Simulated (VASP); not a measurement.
Wanted: the native input for a VASP 6.6.1 run.

* Task: relaxation of the atoms
* Functional: LDA
* Potentials or basis: VASP PAW LDA potentials, release 64 (Hg, Te)
* Cutoff: 600 eV
* k mesh: 10 × 10 × 10
* Occupations: gaussian, width 0.03 eV
* Spin: no spin polarisation
* Further INCAR settings: ALGO = Normal; EDIFF = 1e-07; IBRION = 2; EDIFFG = -0.01; NSW = 40

The structure of HgTe (Coloradoite) lies in POSCAR:

```
HgTe                                    
1.0
    0.0000000000      3.2873349116      3.2873349116
    3.2873349116      0.0000000000      3.2873349116
    3.2873349116      3.2873349116      0.0000000000
  Hg              Te            
     1     1
Direct
     0.0000000000000000    0.0000000000000000    0.0000000000000000
     0.2500000000000000    0.2500000000000000    0.2500000000000000
```

The cell isn't the ideal one: a relaxed cell with its volume scaled by 1.06.

These files were run (other wordings do the same):

INCAR

```
SYSTEM = HgTe
PREC     = Accurate       ! precision mode
ENCUT    = 600            ! plane-wave cutoff, eV
EDIFF    = 1E-7           ! SCF threshold, eV
ISMEAR   = 0              ! smearing method
SIGMA    = 0.03           ! smearing width, eV
LREAL    = .False.        ! projectors in reciprocal space
LASPH    = .True.         ! aspherical terms in the spheres
NELM     = 80             ! most SCF steps
ALGO     = Normal         ! electronic algorithm
ISIF     = 2              ! what is computed and relaxed
LWAVE    = .False.        ! write WAVECAR
LCHARG   = .False.        ! write CHGCAR
GGA      = CA             ! functional
IBRION   = 2              ! ionic algorithm
NSW      = 40             ! ionic steps
EDIFFG   = -0.01          ! ionic threshold
```

KPOINTS

```
regular mesh
0
Gamma
  10 10 10
  0 0 0
```

Potentials or basis: VASP PAW LDA potentials, release 64 (Hg, Te).

Launch:

```bash
$ cat potpaw_LDA.64/Hg/POTCAR potpaw_LDA.64/Te/POTCAR > POTCAR
$ mpirun -np 1 vasp_std > vasp.out
```

It gave:

* Pressure after relaxing: -2.4 GPa
* Band gap on the k mesh: none (metal or under the smearing width)

Caveat: the relaxation stopped at its first step, so nothing moved.

It took 20 s on 1 thread of Intel(R) Xeon(R) 6975P-C (Granite Rapids), with other jobs on the host, peak memory 0.23 GiB.
